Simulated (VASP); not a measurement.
Input for VASP

INCAR:
```
SYSTEM = HfC
PREC = Accurate; ENCUT = 520; LREAL = .FALSE.
LASPH = .TRUE.
EDIFF = 1E-6; NELM = 100; ALGO = Normal
LMAXMIX = 6
ISMEAR = 1; SIGMA = 0.1
GGA = PS
IBRION = 2; NSW = 60; ISIF = 3
EDIFFG = -0.01
LWAVE = .FALSE.; LCHARG = .FALSE.
```

### KPOINTS
```
Automatic mesh
0
gamma
10 10 10
```

File POSCAR:
```
HfC
1
    0.0000000000     2.8982980000     2.8982980000
    2.8982980000     0.0000000000     2.8982980000
    2.8982980000     2.8982980000     0.0000000000
Hf C
1 1
Direct
  0.0000000000   0.0000000000   0.0000000000
  0.2500000000   0.2500000000   0.2500000000
```

POTCAR, in this order: Hf_pv C (PBE.64 set). Program: vasp_std.

**Question.** Write an equivalent input for Quantum ESPRESSO's pw.x.

**Answer.** One equivalent input (not run):
```
&CONTROL
  calculation = 'vc-relax'
  pseudo_dir = './pseudo'
  outdir = './out'
  tprnfor = .true.
  tstress = .true.
  nstep = 60
  forc_conv_thr = 0.00039
/
&SYSTEM
  ibrav = 0
  nat = 2
  ntyp = 2
  ecutwfc = 82
  occupations = 'smearing'
  smearing = 'methfessel-paxton'
  degauss = 0.00735
  input_dft = 'pbesol'
/
&ELECTRONS
  conv_thr = 7.3e-08
  electron_maxstep = 100
/
&IONS
/
&CELL
/
ATOMIC_SPECIES
  Hf 178.490 Hf.upf
  C 12.011 C.upf
CELL_PARAMETERS angstrom
     0.0000000    2.8982980    2.8982980
     2.8982980    0.0000000    2.8982980
     2.8982980    2.8982980    0.0000000
ATOMIC_POSITIONS crystal
  Hf   0.0000000  0.0000000  0.0000000
  C    0.2500000  0.2500000  0.2500000
K_POINTS automatic
  10 10 10 0 0 0
```
Limits of the translation: the potentials are each code's own (VASP's PAW set, PseudoDojo norm-conserving files in pw.x), so ENCUT and ecutwfc are chosen apart and not converted; conv_thr bounds pw.x's estimated SCF error, while EDIFF bounds the energy change between steps; forc_conv_thr acts on force components and is met together with etot_conv_thr.

The structure was generated: HfC was put into the zinc blende type (F-43m), which need not be its known phase. This run relaxes it. Symmetry was kept, so distortions that lower it aren't found.
